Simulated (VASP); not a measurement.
Given:

```yaml
crystal:
  lattice:
    - [0.00000, 2.02062, 2.02062]
    - [2.02062, 0.00000, 2.02062]
    - [2.02062, 2.02062, 0.00000]
  atoms:
    - { symbol: Au, position: [0.00000, 0.00000, 0.00000] }
```

Level of theory: r2SCAN meta-GGA, VASP's PBE PAW potentials (set 64) (plane waves; VASP). Numerical set-up: 520 eV cut-off, 15×15×15 Γ-centred mesh, first-order Methfessel-Paxton smearing of 0.10 eV, potentials Au.

Question: Give the stress tensor in GPa (positive for a compressed cell).

Answer: 
```
11.57   0.00   0.00
 0.00  11.57   0.00
 0.00   0.00  11.57
```
The pressure is its mean diagonal, 11.57 GPa.

The compound is Au in the fcc structure. This cell is one point of a volume scan, at 0.94 of the reference volume.
